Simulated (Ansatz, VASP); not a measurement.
# BaTiO3: VASP beside Ansatz, part 2 of 2

One calculation is typed for both programs; each brings its own data sets. How far apart do they land? The cell is taken from a series of runs on this material, whose earlier steps may have relaxed, scaled, displaced or heated it; both programs get it as it stands.

VASP 6.6.1 and Ansatz 0.2.0.

So far: The structure; VASP: relaxation of cell and atoms, r2SCAN.

### Step 3. Ansatz: relaxation of cell and atoms, r2SCAN

Level of this step: Ansatz beside VASP: Kohn-Sham DFT, plane waves, r2SCAN (Ansatz).

Ansatz runs on its PAW soft_1 files.

The same cell, functional, mesh and smearing now go to Ansatz.

File input.yaml:

```yaml
crystal:
  lattice:
    - [4.0, 0.0, 0.0]
    - [0.0, 4.0, 0.0]
    - [0.0, 0.0, 4.0]
  atoms:
    - { symbol: Ba, position: [0.0, 0.0, 0.0] }
    - { symbol: Ti, position: [0.5, 0.5, 0.5] }
    - { symbol: O, position: [0.5, 0.5, 0.0] }
    - { symbol: O, position: [0.5, 0.0, 0.5] }
    - { symbol: O, position: [0.0, 0.5, 0.5] }
kpoints:
  mp_grid: { grid: [7, 7, 7] }
scf:
  occupations: { method: fermi_dirac, width: 0.02 }
hamiltonian:
  xc: r2scan
  pseudopotentials: { kind: paw, azcp: { folder: soft_1 } }
basis:
  ecutwfc: 600
output:
  forces: true
  stress: true
relax:
  f_tol: 0.005
  max_steps: 70
  cell: { stress_tol: 0.02, p_target: 0 }
```

Command:

```bash
$ ansatz run input.yaml --threads 4 --pin off --max-ram 10240MiB --backend cpu --events-out ev --progress --plain --runs-dir out
```

Numbers of over 12 decimals in the logs are rounded to 6 here.

Output:

```text
Engine: ansatz 0.2.0, x86_64-unknown-linux-gnu
Pseudopotentials: kind: paw
Pseudopotential: Ba, paw, valence charge 10, recommended cutoff 500 eV (meta_gga), soft_1/Ba.paw.azcp
Pseudopotential: Ti, paw, valence charge 12, recommended cutoff 500 eV (meta_gga), soft_1/Ti.paw.azcp
Pseudopotential: O, paw, valence charge 6, recommended cutoff 500 eV (meta_gga), soft_1/O.paw.azcp
Functional definition: r2SCAN
  parameter k0 = 0.174
  parameter k1 = 0.065
  parameter a1 = 4.9479
  exchange = r2scan_x(k0 = k0, k1 = k1, a1 = a1)
  correlation = r2scan_c
Crystal: 5 atoms, lattice volume = 64.000 Å³
Basis set: ecut = 600 eV, 2103 PW (Γ), exchange–correlation on 128×128×128 points (64 copies of the dense FFT grid, shifted against one another)
Bands: 25, of which v1, the nominal top of the filled ones, is band 20 counted from 1 (19 counted from 0)
Symmetry: 48 space group operations
Space group: Pm-3m (ITA 221), of the structure as read, at distance tolerance 4.0e-5 Å
k-points: 20 of 343
Non-local potential: Ba, projectors of the file, l = 0: 3, l = 1: 2, l = 2: 2, l = 3: 2
Non-local potential: Ti, projectors of the file, l = 0: 3, l = 1: 2, l = 2: 3, l = 3: 1
Non-local potential: O, projectors of the file, l = 0: 2, l = 1: 2, l = 2: 1
PAW form: soft (Blöchl's): semilocal exchange-correlation on the pseudo side does not see the compensation charge
PAW frozen core: Ba, regenerated for the run's functional (the file was generated under x = pbe(κ = 0.804, μ = 0.219515), c = pbe(β = 0.066725))
PAW frozen core: Ti, regenerated for the run's functional (the file was generated under x = pbe(κ = 0.804, μ = 0.219515), c = pbe(β = 0.066725))
PAW frozen core: O, regenerated for the run's functional (the file was generated under x = pbe(κ = 0.804, μ = 0.219515), c = pbe(β = 0.066725))
PAW one-centre angular grid: Ba, 302 points (default); XC on 160 Gauss nodes
PAW one-centre angular grid: Ti, 590 points (default); XC on 160 Gauss nodes
PAW one-centre angular grid: O, 302 points (default); XC on 160 Gauss nodes
Initial density: superposition of atomic densities (chi_scale 0.1, normalization cell, long waves kept (reshape's long-wave potential 0.00 eV rms))
Initial wavefunctions: pseudopotential atomic-orbital guess
Functional: x = r2scan, c = r2scan; τ floored in thin density (d = 2e-4 eV/Å³)
SCF iter   1: F=—  HF=-10183.862176 eV  |F-HF|=—  |Δ(HF+E_count)|=         —  Δρ=5.69e-2  dr2=2.62e0  dr2_τ=2.61e-1  ethr=3.10e-3  ⟨swp⟩=7.3  Hψ=2491  notcnv=0
preconditioner: auto → Resta (q_TF=auto, 2.523 Å⁻¹)  ε∞=5.1  [insulator: Δε(μ)=3.157 eV  Ē_g=12.556 eV  σ=0.020 eV  W_gap=1.00  n_scr=18 (ndim 8)  ℏωp=25.4 eV  f_vac=0.000  D(μ)=0.00/eV (n_scr^D=0)  ε∞_Penn≈5.1]
SCF iter   2: F=—  HF=-10183.909692 eV  |F-HF|=—  |Δ(HF+E_count)|=   4.75e-2  Δρ=2.86e-2  dr2=4.30e-1  dr2_τ=4.26e-2  ethr=3.10e-3  ⟨swp⟩=2.9  Hψ=1166  notcnv=0  defer=20
SCF iter   3: F=—  HF=-10183.942776 eV  |F-HF|=—  |Δ(HF+E_count)|=   3.31e-2  Δρ=1.30e-2  dr2=1.35e-1  dr2_τ=8.25e-3  ethr=1.08e-3  ⟨swp⟩=2.1  Hψ=747  notcnv=0  defer=20
SCF iter   4: F=—  HF=-10183.941436 eV  |F-HF|=—  |Δ(HF+E_count)|=   1.34e-3  Δρ=6.01e-3  dr2=2.08e-2  dr2_τ=2.87e-3  ethr=3.37e-4  ⟨swp⟩=2.1  Hψ=862  notcnv=0  defer=20
SCF iter   5: F=—  HF=-10183.940162 eV  |F-HF|=—  |Δ(HF+E_count)|=   1.27e-3  Δρ=1.12e-3  dr2=6.26e-4  dr2_τ=6.98e-5  ethr=5.21e-5  ⟨swp⟩=2.4  Hψ=856  notcnv=0  defer=20
SCF iter   6: F=—  HF=-10183.940471 eV  |F-HF|=—  |Δ(HF+E_count)|=   3.09e-4  Δρ=5.02e-4  dr2=2.00e-4  dr2_τ=9.83e-6  ethr=1.57e-6  ⟨swp⟩=2.0  Hψ=890  notcnv=0  defer=20
SCF iter   7: F=—  HF=-10183.940451 eV  |F-HF|=—  |Δ(HF+E_count)|=   2.00e-5  Δρ=7.55e-5  dr2=4.09e-6  dr2_τ=1.13e-7  ethr=5.01e-7  ⟨swp⟩=2.1  Hψ=584  notcnv=0  defer=20
SCF iter   8: F=—  HF=-10183.940452 eV  |F-HF|=—  |Δ(HF+E_count)|=   1.08e-6  Δρ=9.10e-6  dr2=5.08e-8  dr2_τ=2.20e-9  ethr=2.50e-10  ⟨swp⟩=3.1  Hψ=2114  notcnv=0
SCF iter   9: F=-10183.940452 eV  HF=-10183.940452 eV  |F-HF|=5.97e-9  |Δ(HF+E_count)|=   2.61e-8  Δρ=3.01e-6  dr2=7.31e-9  dr2_τ=2.55e-10  ethr=1.27e-10  ⟨swp⟩=2.0  Hψ=1688  notcnv=0
SCF 1 converged in 9 iterations: F = -10183.940452 eV  dr2 = 7.31e-9
  greatest PAW one-centre occupation: 1.000 electrons in one spin orbital (limit 2), on the Ti atom at site 1 (counted from 0), in its partial waves of l = 0
relax step   1: F+E_penalty+E_count = -10183.94045176 eV  Δ(F+E_penalty+E_count) = +0.000e0 eV  max|allowed force component| = 8.288e-29 eV/Å  Δτ_max = 0.0000 Å  P = -0.751 GPa  Ω = 64.000 Å³  (9 SCF iters, dr2 threshold 1.00e-7 eV, accepted)
[...]
relax step   2: F+E_penalty+E_count = -10183.94121932 eV  Δ(F+E_penalty+E_count) = -7.676e-4 eV  max|allowed force component| = 1.011e-29 eV/Å  Δτ_max = 0.0000 Å  P = +0.077 GPa  Ω = 63.705 Å³  energy of the carried Pulay correction = +1.438e-4 eV  (5 SCF iters, dr2 threshold 5.00e-7 eV, accepted)
[...]
relax step   3: F+E_penalty+E_count = -10183.94121248 eV  Δ(F+E_penalty+E_count) = +6.831e-6 eV  max|allowed force component| = 1.103e-29 eV/Å  Δτ_max = 0.0000 Å  P = -0.001 GPa  Ω = 63.732 Å³  energy of the carried Pulay correction = +1.304e-4 eV  (4 SCF iters, dr2 threshold 1.49e-8 eV, accepted)
[...]
relax step   4: F+E_penalty+E_count = -10183.94109038 eV  Δ(F+E_penalty+E_count) = +1.221e-4 eV  max|allowed force component| = 1.056e-29 eV/Å  Δτ_max = 0.0000 Å  P = -0.002 GPa  Ω = 63.732 Å³  stress off target by 1.99e-3 GPa  SCF on the basis re-selected at this cell (its energy is not comparable with the rows above)  (5 SCF iters)
basis re-selected at this cell: Δ(F+E_penalty+E_count) = +1.221e-4 eV, ΔP = -0.001 GPa vs the last step (what re-selecting the basis moved, of the pressure what is left beyond the Pulay correction that the steps carried, after the strain that the cell walked since its last selection, with what the two solves' SCF thresholds leave and, on support functions, any second-order correction that the steps lacked; it is no m [...]
SCF converged after 5 iterations
Free energy (F): -10183.941090 eV
Harris-Foulkes:  -10183.941090 eV  (|F-HF|=5.46e-12)
Internal energy: -10183.941090 eV  (E = F + TS)
E sigma→0 (E₀):  -10183.941090 eV
Fermi energy:    11.112862 eV
--- Per-component energies (eV) ---
  E_band       = -171.741749
  E_kinetic    = 950.917633
  E_local      = -2162.936706  (includes V_loc(G=0)·N_el)
  E_nonlocal   = 302.463567
  E_hartree    = 832.045571
  E_xc         = -513.892243
  E_vxc        = -613.202082  (∫ρ·V_xc dr)
  E_paw        = -6765.683149  (= ΣΔE_a)
  E_vpaw       = -350.017447  (= ΣTr[D̂ρ^β])
  E_aug_tail   = 0.000551  (compensation charges beyond the density's cutoff)
  E_vtau       = 36.941575  (kinetic-family band-sum trace: ∫τ·v_τ [+ j·A + Jᵃ·Aᵃ] dr)
  E_ewald      = -2826.577455
  E_core_change = -0.278861  (= ΣΔE_core)
  E_smearing   = -0.000000  (= −TS)
  E_closure    = 0.000000  (closes the sum)
  Σ components = -10183.941090   (vs F -10183.941090, Δ=0.00e0)
--- Forces (eV/Å), atoms counted from 1 ---
  atom   1  Ba    -0.00000000    -0.00000000    -0.00000000
  atom   2  Ti    -0.00000000     0.00000000     0.00000000
  atom   3  O     -0.00000000     0.00000000     0.00000000
  atom   4  O      0.00000000    -0.00000000    -0.00000000
  atom   5  O      0.00000000     0.00000000    -0.00000000
  max |Σ_I F_I| component: 1.39e-29 eV/Å
--- Stress (GPa, compression-positive) ---
       -0.001992       0.000000      -0.000000
        0.000000      -0.001992      -0.000000
       -0.000000      -0.000000      -0.001992
  P = ⅓ Tr σ = -0.0020 GPa (-0.020 kbar)
--- Relaxed structure (3 steps of the walk, 3 accepted, 1 SCFs on fresh bases) ---
  F+E_penalty+E_count = -10183.94109038 eV   max|allowed force component| = 1.056e-29 eV/Å   (the final SCF, on the basis selected at the relaxed cell)
  cell:  # Å, volume = 63.7325 Å³
    - [3.994419, 0, 0]
    - [0, 3.994419, 0.0]
    - [0, 0.0, 3.994419]
  atoms:
    - { symbol: Ba, position: [0, 0, 0] }
    - { symbol: Ti, position: [0.5, 0.5, 0.5] }
    - { symbol: O, position: [0.5, 0.5, 0] }
    - { symbol: O, position: [0.5, 0, 0.5] }
    - { symbol: O, position: [0, 0.5, 0.5] }
```

### Step 4. Comparison

Known differences besides the potentials themselves: VASP keeps PBE cores, Ansatz makes them for the functional; the cutoff is 600 eV in Ansatz and 660 eV in VASP; Ansatz adds a Pulay correction to the stress that steers its cell, VASP none; in our runs with r2SCAN, forces from VASP's data set Ti_sv part from Ansatz's all-electron ones, so neither program is the reference here. Total energies have different zeros and are not compared.

The two programs side by side:

```csv
quantity,Ansatz,VASP,difference
volume (Å³),63.73,64.35,-0.95 %
"edge a after relaxation, in the typed setting (Å)",3.994,4.007,-0.32 %
```

### Step 5. Outcome

| Item | Value |
| --- | --- |
| difference in volume (relaxation of cell and atoms, r2SCAN) | -0.95 % |

What this shows: The difference in volume is -0.95 % (relaxation of cell and atoms, r2SCAN), within the 1.2 % picked in this series as the mark of a large difference, as far as the stopping tolerances let one tell. Such differences can come from data sets, numerical settings and the points named under the comparisons, not from the functional's error against experiment.

[Lines on the potential files, build, host, timing and source positions are cut from VASP's logs without a mark.]

[Logs are printed without paths, hosts, clocks, repeated set-up lines and the standing remarks that a program may print on its own settings, such as how far it seeks lower states.]

[Hosts, paths, dates, database ids (printed as entryN), source tags and the programs' standing remarks are cut or masked in the printed files.]
